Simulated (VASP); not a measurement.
Consider the following.

```
TiC
1.0
    0.00000     2.16572     2.16572
    2.16572     0.00000     2.16572
    2.16572     2.16572     0.00000
Ti C
1 1
Direct
  0.99719   0.98031   0.00445
  0.50281   0.51969   0.49555
```

Computed with PBEsol GGA, VASP's PBE PAW potentials (set 64) (plane waves; VASP). Numerical set-up: 400 eV cut-off, 11×11×11 Γ-centred mesh, Gaussian smearing of 0.050 eV, potentials Ti_sv C.

At this cut-off the stress carries a Pulay error, which pulls relaxed volumes low.

Problem. Give the force on each atom (eV/Å).

Solution. 
| atom | Fx | Fy | Fz |
|---|---|---|---|
| Ti1 | 0.588 | -0.062 | 0.845 |
| C2 | -0.588 | 0.062 | -0.845 |

Problem. Give the stress tensor in GPa (positive for a compressed cell).

Solution. 
```
-6.55   0.07  -1.11
 0.07  -7.86   0.12
-1.11   0.12  -5.18
```
The pressure is its mean diagonal, -6.53 GPa.

The structure comes from a computed database's TiC entry; how it stands against other phases isn't given here. The cell was not relaxed at this level, atoms are displaced from their ideal sites.
